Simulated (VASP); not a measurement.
Data:

```xyz
2
Lattice="0.0000 2.8943 2.8943 2.8943 0.0000 2.8943 2.8943 2.8943 0.0000" Properties=species:S:1:pos:R:3 pbc="T T T"
Cd     0.0000     0.0000     0.0000
S      1.4471     1.4471     1.4471
```

Computed with revTPSS meta-GGA, VASP's PBE PAW potentials (set 64) (plane waves; VASP). Numerical set-up: 520 eV cut-off, 8×8×8 Γ-centred mesh, Gaussian smearing of 0.050 eV, potentials Cd S.

Problem. What does the run give for the energy per atom (σ→0), pressure, band gap (on the k-mesh) with the smallest direct gap where there is one?

Solution. 
The band gap (on the k-mesh) is 1.31 eV, the smallest direct gap (on the k-mesh) is 1.31 eV and the energy per atom (σ→0) is 4.708 eV/atom. The pressure is 3.97 GPa.

Only differences to runs with the same potentials and settings are physical.

The compound is CdS in the zinc blende structure, a metastable form; wurtzite is the usual one. This cell is one point of a volume scan, at 0.94 of the reference volume.
